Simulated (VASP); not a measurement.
# Be3Se2S (P6_3mc) in VASP: a series of runs

One crystal, Be3Se2S, is run at these levels: PBE, r2SCAN; tasks: relaxation of cell and atoms, single point.

All numbers are computed with VASP 6.6.1; they aren't measurements. Logs are shortened: lines on timing, memory, paths and dates and some standing lists are left out, and cuts for length are marked.

## 1. Starting point

Symmetry: P6_3mc, No. 186, hexagonal system. Conventional cell: a = 3.584 Å, b = 3.584 Å, c = 17.693 Å, α = 90.00°, β = 90.00°, γ = 120.00°. Be (site symmetry 3m) is surrounded by 1 S at 2.12 Å and 3 Se at 2.22 Å. Be (site symmetry 3m) is surrounded by 4 Se at 2.21 to 2.24 Å. Be (site symmetry 3m) is surrounded by 3 S at 2.17 Å and 1 Se at 2.26 Å. Se (site symmetry 3m) is surrounded by 4 Be at 2.22 to 2.24 Å. Se (site symmetry 3m) has 4 Be at 2.21 to 2.26 Å as nearest neighbours. Around S (site symmetry 3m) lie 4 Be at 2.12 to 2.17 Å.

The cell was built by a generator and needn't be a form met in nature.

## 2. Relaxation of cell and atoms, PBE

Input file INCAR:

```
SYSTEM = Be3Se2S
PREC = Accurate
ENCUT = 520
EDIFF = 1E-6
ISMEAR = 0
SIGMA = 0.03
LREAL = .FALSE.
LASPH = .TRUE.
NELM = 120
ALGO = Normal
ISIF = 3
LWAVE = .FALSE.
LCHARG = .FALSE.
GGA = PE
IBRION = 2
NSW = 90
EDIFFG = -0.01
KPAR = 4
```

Input file KPOINTS:

```
regular mesh
0
G
  8 8 2
  0 0 0
```

Input file POSCAR:

```
Be3Se2S
1.0
    3.5840714300      0.0000000000      0.0000000000
   -1.7920357100      3.1038969000      0.0000000000
    0.0000000000      0.0000000000     17.6930000000
Be Se S
6 4 2
Direct
    0.6666666700      0.3333333300      0.6197366200
    0.3333333300      0.6666666700      0.7914994600
    0.6666666700      0.3333333300      0.9632057900
    0.3333333300      0.6666666700      0.4632057900
    0.6666666700      0.3333333300      0.2914994600
    0.3333333300      0.6666666700      0.1197366200
    0.3333333300      0.6666666700      0.6647826800
    0.6666666700      0.3333333300      0.8355846900
    0.3333333300      0.6666666700      0.3355846900
    0.6666666700      0.3333333300      0.1647826800
    0.3333333300      0.6666666700      0.0001695600
    0.6666666700      0.3333333300      0.5001695600
```

Potentials or basis: VASP PAW PBE potentials, release 64 (Be, Se, S).

Launch:

```console
$ cat potpaw_PBE.64/Be/POTCAR potpaw_PBE.64/Se/POTCAR potpaw_PBE.64/S/POTCAR > POTCAR
$ mpirun -np 4 vasp_std > vasp.out
```

OUTCAR:

```text
SYSTEM = Be3Se2S
   PREC = Accurate
   ENCUT = 520
   EDIFF = 1E-6
   ISMEAR = 0
   LREAL = .FALSE.
   LASPH = .TRUE.
   NELM = 120
   ISIF = 3
   GGA = PE
   IBRION = 2
   NSW = 90
   EDIFFG = -0.01

 ion  position               nearest neighbor table
   1  0.667  0.333  0.620-  12 2.12   7 2.22   7 2.22   7 2.22
   2  0.333  0.667  0.791-   8 2.21   8 2.21   8 2.21   7 2.24
   3  0.667  0.333  0.963-  11 2.17  11 2.17  11 2.17   8 2.26
   4  0.333  0.667  0.463-  12 2.17  12 2.17  12 2.17   9 2.26
   5  0.667  0.333  0.291-   9 2.21   9 2.21   9 2.21  10 2.24
   6  0.333  0.667  0.120-  11 2.12  10 2.22  10 2.22  10 2.22
   7  0.333  0.667  0.665-   1 2.22   1 2.22   1 2.22   2 2.24
   8  0.667  0.333  0.836-   2 2.21   2 2.21   2 2.21   3 2.26
   9  0.333  0.667  0.336-   5 2.21   5 2.21   5 2.21   4 2.26
  10  0.667  0.333  0.165-   6 2.22   6 2.22   6 2.22   5 2.24
  11  0.333  0.667  0.000-   6 2.12   3 2.17   3 2.17   3 2.17
  12  0.667  0.333  0.500-   1 2.12   4 2.17   4 2.17   4 2.17

  LATTYP: Found a hexagonal cell.
 ALAT       =     3.5840714300
 C/A-ratio  =     4.9365645595

  Lattice vectors:

 A1 = (   3.5840714300,   0.0000000000,   0.0000000000)
 A2 = (  -1.7920357100,   3.1038969000,   0.0000000000)
 A3 = (   0.0000000000,   0.0000000000,  17.6930000000)

Analysis of symmetry for initial positions (statically):
=====================================================================
 Subroutine PRICEL returns:
 Original cell was already a primitive cell.

 Routine SETGRP: Setting up the symmetry group for a
 hexagonal supercell.

 Subroutine GETGRP returns: Found 12 space group operations
 (whereof  6 operations were pure point group operations)
 out of a pool of 24 trial point group operations.

The static configuration has the point symmetry C_3v.
 The point group associated with its full space group is C_6v.

Analysis of symmetry for dynamics (positions and initial velocities):
=====================================================================
 Subroutine PRICEL returns:
 Original cell was already a primitive cell.

 Routine SETGRP: Setting up the symmetry group for a
 hexagonal supercell.

 Subroutine GETGRP returns: Found 12 space group operations
 (whereof  6 operations were pure point group operations)
 out of a pool of 24 trial point group operations.

The dynamic configuration has the point symmetry C_3v.
 The point group associated with its full space group is C_6v.

 Subroutine INISYM returns: Found 12 space group operations
 (whereof  6 operations are pure point group operations),
 and found     1 'primitive' translations

----------------------------------------------------------------------------------------

                                     Primitive cell

  volume of cell :     196.8273

  direct lattice vectors                    reciprocal lattice vectors
     3.584071430  0.000000000  0.000000000     0.279012296  0.161087824  0.000000000
    -1.792035710  3.103896900  0.000000000     0.000000000  0.322175650  0.000000000
     0.000000000  0.000000000 17.693000000     0.000000000  0.000000000  0.056519527

  length of vectors
     3.584071430  3.584071421 17.693000000     0.322175649  0.322175650  0.056519527

  position of ions in fractional coordinates (direct lattice)
     0.666666670  0.333333330  0.619736620
     0.333333330  0.666666670  0.791499460
     0.666666670  0.333333330  0.963205790
     0.333333330  0.666666670  0.463205790
     0.666666670  0.333333330  0.291499460
     0.333333330  0.666666670  0.119736620
     0.333333330  0.666666670  0.664782680
     0.666666670  0.333333330  0.835584690
     0.333333330  0.666666670  0.335584690
     0.666666670  0.333333330  0.164782680
     0.333333330  0.666666670  0.000169560
     0.666666670  0.333333330  0.500169560

  ion indices of the primitive-cell ions
   primitive index   ion index
                 1           1
                 2           2
                 3           3
                 4           4
                 5           5
                 6           6
[... 47 lines left out ...]
   LSORBIT =      F    spin-orbit coupling
   LASPH  =      T    aspherical Exc in radial PAW
   ENCUT  =  520.0 eV  38.22 Ry    6.18 a.u.   6.66  6.66 32.90*2*pi/ulx,y,z
   NELM   =    120;   NELMIN=  2; NELMDL= -5     # of ELM steps
   EDIFF  = 0.1E-05   stopping-criterion for ELM
   LREAL  =      F    real-space projection
   EDIFFG = -.1E-01   stopping-criterion for IOM
   NSW    =     90    number of steps for IOM
   IBRION =      2    ionic relax: 0-MD 1-quasi-New 2-CG
   NFREE  =      1    steps in history (QN), initial steepest desc. (CG)
   ISIF   =      3    stress and relaxation
   ISYM   =      2    0-nonsym 1-usesym 2-fastsym
   POTIM  = 0.5000    time-step for ionic-motion
   TEBEG  =    0.0;   TEEND  =   0.0 temperature during run
   PSTRESS=    0.0 pullay stress
   NELECT =      48.0000    total number of electrons
   NUPDOWN=      -1.0000    fix difference up-down
   EMIN   =  10.00;   EMAX   =-10.00  energy-range for DOS
   EFERMI =   0.00;   METHOD = LEGACY
   ISMEAR =     0;   SIGMA  =   0.03  broadening in eV -4-tet -1-fermi 0-gaus
   EFERMI_NEDOS =   21; number of points for ismear=-14 and -15
   IALGO  =     38    algorithm
   IMIX   =      4    mixing-type and parameters
     AMIX     =   0.40;   BMIX     =  1.00
     AMIX_MAG =   1.60;   BMIX_MAG =  1.00
  volume/ion in A,a.u.               =      16.40       110.69
  Fermi-wavevector in a.u.,A,eV,Ry     =   1.022806  1.932824 14.233503  1.046133
  Thomas-Fermi vector in A             =   2.156506
   LORBIT       =      0    0 simple, 1 ext, 2 COOP (PROOUT), +10 PAW based schemes
   GGA     = PE    functional components
   LHFCALC =     F    Hartree Fock is set to
   AEXX    =    0.0000 exact exchange contribution
   IVDW    =     0    specifies the selected vdW correction
   LEPSILON=     F    determine dielectric tensor
   LRPA    =     F    only Hartree local field effects (RPA)
 conjugate gradient relaxation of ions
 non-spin polarized calculation
 Gauss-broadening in eV      SIGMA  =   0.03
  energy-cutoff  :      520.00
  volume of cell :      196.83
 maximum number of plane-waves:      5346
 NGX is ok and might be reduce to    28
   NGX = 13   NGY = 13   NGZ = 65

--------------------------------------- Ionic step        1  -------------------------------------------

 number of electron      47.9999998 magnetization

 Free energy of the ion-electron system (eV)
  ---------------------------------------------------
  ext. energy  EPLUGINS =         0.00000000
  ---------------------------------------------------
  free energy    TOTEN  =       -55.19270517 eV

  energy without entropy =      -55.19270517  energy(sigma->0) =      -55.19270517

------------------------ aborting loop because EDIFF is reached ----------------------------------------

  FORCE on cell =-STRESS in cart. coord.  units (eV):
  Direction    XX          YY          ZZ          XY          YZ          ZX
  --------------------------------------------------------------------------------------
  -------------------------------------------------------------------------------------
  Total        0.0592476      0.0592476      0.2838051      0.0000000     -0.0000000      0.0000000
  in kB        0.4822764      0.4822764      2.3101779      0.0000000     -0.0000000      0.0000000
  external PRESSURE =       1.0915769 kB  Pullay stress =       0.0000000 kB
[... 123 lines left out ...]
  energy  without entropy=      -55.1929320700  energy(sigma->0) =      -55.19293207

--------------------------------------- Ionic step        4  -------------------------------------------

 number of electron      47.9999998 magnetization

 Free energy of the ion-electron system (eV)
  ---------------------------------------------------
  ext. energy  EPLUGINS =         0.00000000
  ---------------------------------------------------
  free energy    TOTEN  =       -55.19296457 eV

  energy without entropy =      -55.19296457  energy(sigma->0) =      -55.19296457

 E-fermi :   3.8460     XC(G=0):  -9.4335

 val. band max:        3.6826535649   @ k =   0.0000   0.0000   0.0000
 cond. band min:       6.9206973598   @ k =   0.5000  -0.0000   0.0000
 fundamental gap:      3.2380437949
 Fermi energy:         3.8459818948

 k-point     1 :       0.0000    0.0000    0.0000
  band No.  band energies     occupation
      1     -10.2354      2.00000
      2      -9.9959      2.00000
      3      -9.9333      2.00000
      4      -9.3290      2.00000
      5      -9.2803      2.00000
      6      -8.8764      2.00000
[... 708 lines left out ...]
  FREE ENERGIE OF THE ION-ELECTRON SYSTEM (eV)
  ---------------------------------------------------
  free  energy   TOTEN  =       -55.1929645689 eV

  energy  without entropy=      -55.1929645689  energy(sigma->0) =      -55.19296457

 reached required accuracy - stopping structural energy minimisation
```

Wall time 78 s (4 MPI ranks of Intel Xeon Platinum 8559C (Emerald Rapids), shared host); peak memory 0.39 GiB.

What came out:

* Free energy: -55.1930 eV
* Relaxed volume: 16.43 Å³/atom
* Relaxed cell: a = 3.584 Å, b = 3.584 Å, c = 17.716 Å, α = 90.00°, β = 90.00°, γ = 120.00°
* Space group after relaxing (to 0.05 Å): P6_3mc (No. 186)
* Energy gained by relaxing: 0.0 meV/atom
* Ionic steps: 4
* Pressure after relaxing: 0.0 GPa
* Largest force after relaxing: 0.006 eV/Å
* Band gap on the k mesh: 3.24 eV, indirect (least direct gap 3.90 eV)

Forces on the atoms (eV/Å):
```
Be   0.000  0.000 -0.006
Be   0.000  0.000 -0.001
Be   0.000  0.000  0.001
Be   0.000  0.000  0.001
Be   0.000  0.000 -0.001
Be   0.000  0.000 -0.006
Se   0.000  0.000  0.001
Se   0.000  0.000  0.005
Se   0.000  0.000  0.005
Se   0.000  0.000  0.001
S    0.000  0.000  0.001
S    0.000  0.000  0.001
```

Step by step:
```csv
step,energy change (eV),largest force (eV/Å),pressure (GPa),volume (Å³)
1,0.0000,0.0220,0.11,196.83
2,-0.0002,0.0117,-0.02,197.15
3,-0.0002,0.0109,-0.03,197.17
4,-0.0003,0.0060,-0.02,197.12
```

Final structure:
```
Be Se S
1.0
     3.58438    0.00000    0.00000
    -1.79219    3.10416    0.00000
     0.00000    0.00000   17.71609
Be Se S
6 4 2
Cartesian
  1.7922 1.0347 10.9783
  0.0000 2.0694 14.0224
  1.7922 1.0347 17.0637
  0.0000 2.0694 8.2057
  1.7922 1.0347 5.1643
  0.0000 2.0694 2.1202
  0.0000 2.0694 11.7764
  1.7922 1.0347 14.8051
  0.0000 2.0694 5.9470
  1.7922 1.0347 2.9184
  0.0000 2.0694 0.0036
  1.7922 1.0347 8.8617
```

Levels at points of the mesh, in eV from the valence-band top:
```csv
k point,band 22,band 23,band 24,band 25,band 26,band 27
"(0.00, 0.00, 0.00)",-0.16,0.00,0.00,3.90,3.96,4.52
"(0.50, 0.00, 0.00)",-1.76,-1.53,-1.21,3.24,3.38,3.48
"(0.00, 0.00, 0.50)",-0.07,-0.07,-0.07,3.95,3.95,4.58
"(0.50, 0.00, 0.50)",-2.05,-1.34,-1.34,3.35,3.35,3.56
```

## 3. Relaxation of cell and atoms, PBE

Edit INCAR of step 2 so:

```diff
@@ -3,3 +3,3 @@
 ENCUT = 520
-EDIFF = 1E-6
+EDIFF = 1E-7
 ISMEAR = 0
@@ -15,4 +15,5 @@
 IBRION = 2
-NSW = 90
-EDIFFG = -0.01
+NSW = 60
+EDIFFG = -0.005
+POTIM = 0.3
 KPAR = 4
```

KPOINTS is that of step 2.

Input file POSCAR:

```
Be3Se2S                                 
1.0
    3.5843808928      0.0000000000      0.0000000000
   -1.7921904414      3.1041649026     -0.0000000000
    0.0000000000      0.0000000000     17.7160896881
  Be              Se              S             
     6     4     2
Direct
     0.6666666699999979    0.3333333300000021    0.6196786323031960
     0.3333333300000021    0.6666666699999979    0.7915043623056170
     0.6666666699999979    0.3333333300000021    0.9631762444148280
     0.3333333300000021    0.6666666699999979    0.4631762444148279
     0.6666666699999979    0.3333333300000021    0.2915043623056171
     0.3333333300000021    0.6666666699999979    0.1196786323031959
     0.3333333300000021    0.6666666699999979    0.6647297377004502
     0.6666666699999979    0.3333333300000021    0.8356863038833070
     0.3333333300000021    0.6666666699999979    0.3356863038833069
     0.6666666699999979    0.3333333300000021    0.1647297377004502
     0.3333333300000021    0.6666666699999979    0.0002035193926029
     0.6666666699999979    0.3333333300000021    0.5002035193926030
```

Potentials or basis: VASP PAW PBE potentials, release 64 (Be, Se, S).

Launch:

```console
$ cat potpaw_PBE.64/Be/POTCAR potpaw_PBE.64/Se/POTCAR potpaw_PBE.64/S/POTCAR > POTCAR
$ mpirun -np 4 vasp_std > vasp.out
```

Wall time 57 s (4 MPI ranks of Intel Xeon Platinum 8559C (Emerald Rapids), shared host); peak memory 0.39 GiB.

The run converged. Its results:

```
Free energy                            : -55.1930 eV
Relaxed volume                         : 16.42 Å³/atom
Relaxed cell                           : a = 3.584 Å, b = 3.584 Å, c = 17.716 Å, α = 90.00°, β = 90.00°, γ = 120.00°
Space group after relaxing (to 0.05 Å) : P6_3mc (No. 186)
Energy gained by relaxing              : 0.0 meV/atom
Ionic steps                            : 2
Pressure after relaxing                : 0.0 GPa
Largest force after relaxing           : 0.004 eV/Å
Band gap on the k mesh                 : 3.24 eV, indirect (least direct gap 3.90 eV)
```

Forces in eV/Å, atoms in the order of the input:
```
Be   0.000  0.000 -0.004
Be   0.000  0.000 -0.001
Be   0.000  0.000  0.001
Be   0.000  0.000  0.001
Be   0.000  0.000 -0.001
Be   0.000  0.000 -0.004
Se   0.000  0.000  0.000
Se   0.000  0.000  0.003
Se   0.000  0.000  0.003
Se   0.000  0.000  0.000
S    0.000  0.000  0.000
S    0.000  0.000  0.000
```

Final structure:
```cif
data_structure
_symmetry_space_group_name_H-M 'P 1'
_symmetry_Int_Tables_number 1
_cell_length_a 3.5842
_cell_length_b 3.5842
_cell_length_c 17.7156
_cell_angle_alpha 90.000
_cell_angle_beta 90.000
_cell_angle_gamma 120.000
_cell_volume 197.10
loop_
_atom_site_label
_atom_site_type_symbol
_atom_site_fract_x
_atom_site_fract_y
_atom_site_fract_z
_atom_site_occupancy
Be1 Be 0.66667 0.33333 0.61967 1
Be2 Be 0.33333 0.66667 0.79150 1
Be3 Be 0.66667 0.33333 0.96318 1
Be4 Be 0.33333 0.66667 0.46318 1
Be5 Be 0.66667 0.33333 0.29150 1
Be6 Be 0.33333 0.66667 0.11967 1
Se1 Se 0.33333 0.66667 0.66473 1
Se2 Se 0.66667 0.33333 0.83569 1
Se3 Se 0.33333 0.66667 0.33569 1
Se4 Se 0.66667 0.33333 0.16473 1
S1 S 0.33333 0.66667 0.00020 1
S2 S 0.66667 0.33333 0.50020 1
```

Levels at points of the mesh, in eV from the valence-band top:
| k point | band 20 | band 21 | band 22 | band 23 | band 24 | band 25 | band 26 | band 27 | band 28 | band 29 |
| --- | --- | --- | --- | --- | --- | --- | --- | --- | --- | --- |
| (0.00, 0.00, 0.00) | -0.38 | -0.16 | -0.16 | 0.00 | 0.00 | 3.90 | 3.95 | 4.52 | 4.54 | 4.71 |
| (0.50, 0.00, 0.00) | -2.10 | -1.88 | -1.76 | -1.53 | -1.21 | 3.24 | 3.38 | 3.48 | 3.51 | 3.73 |
| (0.00, 0.00, 0.50) | -0.64 | -0.07 | -0.07 | -0.07 | -0.07 | 3.95 | 3.95 | 4.58 | 4.58 | 4.84 |
| (0.50, 0.00, 0.50) | -2.09 | -2.05 | -2.05 | -1.34 | -1.34 | 3.35 | 3.35 | 3.56 | 3.56 | 4.01 |

A k mesh can miss the band edges. Expect the measured gap to be larger: semilocal functionals such as PBE lack the derivative discontinuity.

## 4. Single point, r2SCAN

Input file INCAR:

```
SYSTEM = Be3Se2S
  PREC = Accurate
  ENCUT = 520
  EDIFF = 1E-6
  ISMEAR = 0
  SIGMA = 0.03
  LREAL = .FALSE.
  LASPH = .TRUE.
  NELM = 150
  ALGO = Normal
  ISIF = 2
  LWAVE = .FALSE.
  LCHARG = .FALSE.
  METAGGA = R2SCAN
  LMIXTAU = .TRUE.
  NBANDS = 36
  KPAR = 4
```

KPOINTS is that of step 3.

Input file POSCAR:

```
Be3Se2S                                 
1.0
    3.5842497558     -0.0000000000      0.0000000000
   -1.7921248729      3.1040513346      0.0000000000
    0.0000000000      0.0000000000     17.7155893384
  Be              Se              S             
     6     4     2
Direct
     0.6666666699999979    0.3333333300000021    0.6196689109281762
     0.3333333300000021    0.6666666699999979    0.7915022172258739
     0.6666666699999979    0.3333333300000021    0.9631779423287194
     0.3333333300000021    0.6666666699999979    0.4631779423287194
     0.6666666699999979    0.3333333300000021    0.2915022172258738
     0.3333333300000021    0.6666666699999979    0.1196689109281762
     0.3333333300000021    0.6666666699999979    0.6647311028841414
     0.6666666699999979    0.3333333300000021    0.8356939163260770
     0.3333333300000021    0.6666666699999979    0.3356939163260771
     0.6666666699999979    0.3333333300000021    0.1647311028841414
     0.3333333300000021    0.6666666699999979    0.0002047103070129
     0.6666666699999979    0.3333333300000021    0.5002047103070130
```

Launch:

```console
$ cat potpaw_PBE.64/Be/POTCAR potpaw_PBE.64/Se/POTCAR potpaw_PBE.64/S/POTCAR > POTCAR
$ mpirun -np 4 vasp_std > vasp.out
```

It took 5 min on 4 MPI ranks of Intel Xeon Platinum 8559C (Emerald Rapids), shared host; peak memory 0.44 GiB.

The run converged. Its results:

```yaml
Free_energy: -111.4035 eV
Pressure: -0.5 GPa
Largest_force: 0.042 eV/Å
Band_gap_on_the_k_mesh: 3.72 eV, indirect (least direct gap 4.52 eV)
```

Forces on the atoms (eV/Å):
```
Be   0.000  0.000  0.026
Be   0.000  0.000  0.004
Be   0.000  0.000 -0.042
Be   0.000  0.000 -0.042
Be   0.000  0.000  0.004
Be   0.000  0.000  0.026
Se   0.000  0.000  0.001
Se   0.000  0.000  0.002
Se   0.000  0.000  0.002
Se   0.000  0.000  0.001
S    0.000  0.000  0.010
S    0.000  0.000  0.010
```

Levels at points of the mesh, in eV from the valence-band top:
```tsv
k point	band 22	band 23	band 24	band 25	band 26	band 27
(0.00, 0.00, 0.00)	-0.16	0.00	0.00	4.52	4.56	5.17
(0.50, 0.00, 0.00)	-1.81	-1.56	-1.24	3.72	3.89	3.97
(0.00, 0.00, 0.50)	-0.07	-0.07	-0.07	4.55	4.55	5.23
(0.50, 0.00, 0.50)	-2.09	-1.36	-1.36	3.84	3.84	4.08
```

Caveat: the PAW data sets were made with another functional, which shifts forces and pressure a little. r2SCAN opens gaps a little over a GGA but as a rule still falls short of measured ones.
